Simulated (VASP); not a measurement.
Calculation: PBE GGA, VASP's PBE PAW potentials (set 64) (plane waves; VASP).

VASP ran on this input.

INCAR:
```
! general
SYSTEM  = AuZn
PREC    = Accurate
ENCUT   = 400
LREAL   = F   ! projection in real space or not
LASPH   = T   ! aspherical one-centre terms

! electronic loop
EDIFF   = 1E-6
NELM    = 100
ALGO    = Normal   ! blocked Davidson
LMAXMIX = 6

! smearing
ISMEAR  = 0   ! Gaussian
SIGMA   = 0.5   ! width (eV)

! functional
GGA     = PE

! ions
ISIF    = 2   ! forces and stress, cell fixed

! output
LWAVE   = F
LCHARG  = F
```

File POSCAR:
```
AuZn
1
    3.1968130000     0.0000000000     0.0000000000
    0.0000000000     3.0925390000     0.0000000000
    0.0000000000     0.0000000000     3.2034120000
Zn Au
1 1
Direct
  0.5000000000   0.5000000000   0.5000000000
  0.0251430000   0.0000000000   0.0000000000
```

### KPOINTS
```
Automatic mesh
0
Gamma
10 11 10
0 0 0
```

POTCAR, in this order: Zn Au (PBE.64 set). Program: vasp_std.

The run wrote:

File OSZICAR:
```
       N       E                     dE             d eps       ncg     rms          rms(c)
DAV:   1     0.108424301564E+03    0.10842E+03   -0.10048E+04  6711   0.165E+03
DAV:   2    -0.190808521557E+01   -0.11033E+03   -0.10703E+03  6760   0.302E+02
DAV:   3    -0.519335251753E+01   -0.32853E+01   -0.32720E+01  7971   0.627E+01
DAV:   4    -0.521246934920E+01   -0.19117E-01   -0.19114E-01  7481   0.413E+00
DAV:   5    -0.521269478383E+01   -0.22543E-03   -0.22543E-03  8104   0.459E-01    0.828E+00
DAV:   6    -0.479415885708E+01    0.41854E+00   -0.14628E+00  6606   0.143E+01    0.530E+00
DAV:   7    -0.476887706067E+01    0.25282E-01   -0.34043E-02  8992   0.425E+00    0.283E+00
DAV:   8    -0.476065873861E+01    0.82183E-02   -0.10278E-02  7573   0.118E+00    0.150E-01
DAV:   9    -0.476067600472E+01   -0.17266E-04   -0.37479E-04  7395   0.260E-01    0.763E-02
DAV:  10    -0.476068562359E+01   -0.96189E-05   -0.52018E-05  8082   0.113E-01    0.171E-02
DAV:  11    -0.476068607175E+01   -0.44817E-06   -0.10830E-05  7229   0.802E-02    0.494E-03
DAV:  12    -0.476068588479E+01    0.18696E-06   -0.49564E-07  3625   0.212E-02
   1 F= -.47606859E+01 E0= -.47307495E+01  d E =-.598727E-01
```

**OUTCAR**
```
------------------------ aborting loop because EDIFF is reached ----------------------------------------
  FORCE on cell =-STRESS in cart. coord.  units (eV):
  Direction    XX          YY          ZZ          XY          YZ          ZX
  --------------------------------------------------------------------------------------
  Total        0.5148537      0.6325726      0.5729149      0.0000000      0.0000000      0.0000000
  in kB       26.0464921     32.0019001     28.9838088      0.0000000      0.0000000      0.0000000
  external PRESSURE =      29.0107336 kB  Pullay stress =       0.0000000 kB
  volume of cell :       31.67
      direct lattice vectors                 reciprocal lattice vectors
     3.196813000  0.000000000  0.000000000     0.312811541  0.000000000  0.000000000
     0.000000000  3.092539000  0.000000000     0.000000000  0.323358897  0.000000000
     0.000000000  0.000000000  3.203412000     0.000000000  0.000000000  0.312167152
 POSITION                                       TOTAL-FORCE (eV/Angst)
 -----------------------------------------------------------------------------------
      1.59841      1.54627      1.60171         0.285715      0.000000      0.000000
      0.08038      0.00000      0.00000        -0.285715      0.000000      0.000000
 -----------------------------------------------------------------------------------
    total drift:                                0.000047      0.000000     -0.000000
  FREE ENERGIE OF THE ION-ELECTRON SYSTEM (eV)
  ---------------------------------------------------
  free  energy   TOTEN  =        -4.7606858848 eV

  energy  without entropy=       -4.7008131532  energy(sigma->0) =       -4.73074952
```
(Selected blocks of OUTCAR.)

The compound is AuZn in the CsCl type structure. The cell was not relaxed at this level, atoms are displaced from their ideal sites. The run is one of a series of settings (ISMEAR = 0, SIGMA = 0.5 against the base run), some of them coarse on purpose. The electron count is odd and the run is not spin-polarised, which forces a metal.
